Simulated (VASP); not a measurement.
Input:

```
NbZrC2
1.0
    0.00000     2.27752     2.27752
    2.27752     0.00000     2.27752
    9.11030     9.11030    -0.00021
Zr C Nb
2 4 2
Direct
  0.00618   0.00618   0.99537
  0.99382   0.99382   0.25463
  0.50000   0.50000   0.12500
  0.48556   0.48556   0.38583
  0.50000   0.50000   0.62500
  0.51444   0.51444   0.86417
  0.99167   0.99167   0.50625
  0.00833   0.00833   0.74375
```

Method: PBEsol GGA, VASP's PBE PAW potentials (set 64) (plane waves; VASP 6.6.1). Numerical set-up: 520 eV cut-off, Gaussian smearing of 0.050 eV, potentials Zr_sv C Nb_sv.

Question: Give the energies of bands 25 to 38 at the high-symmetry points, in eV from the Fermi level.

Answer: 
```
band      Γ      T     H2      L     S0      F
----  -----  -----  -----  -----  -----  -----
25    -3.85  -3.48  -3.99  -4.14  -3.99  -4.45
26    -3.10  -3.48  -3.70  -3.79  -3.70  -3.93
27    -3.10  -2.03  -3.66  -3.68  -3.65  -3.70
28    -2.59  -1.70  -3.38  -3.50  -3.39  -2.99
29    -2.59  -1.57  -3.36  -3.00  -3.35  -2.97
30    -0.83  -1.57  -3.17  -2.96  -3.17  -2.77
31    -0.83  -1.26  -3.12  -1.74  -3.12  -2.71
32    -0.39  -1.26  -2.71  -1.37  -2.71  -0.73
33     0.21  -0.63   0.90  -0.57   0.90  -0.70
34     0.24  -0.63   1.03  -0.52   1.05   0.46
35     0.24   0.63   1.33   1.75   1.31   0.47
36     0.92   0.63   2.14   2.08   2.13   2.08
37     0.93   0.87   2.16   2.46   2.17   2.52
38     1.20   1.08   2.89   2.63   2.92   2.71
```

It has no gap at this level: it comes out as a metal or semimetal.

The structure was generated: Nb2Zr2C4 was put into an ordered model structure (R-3m), which need not be its known phase. It was relaxed first.
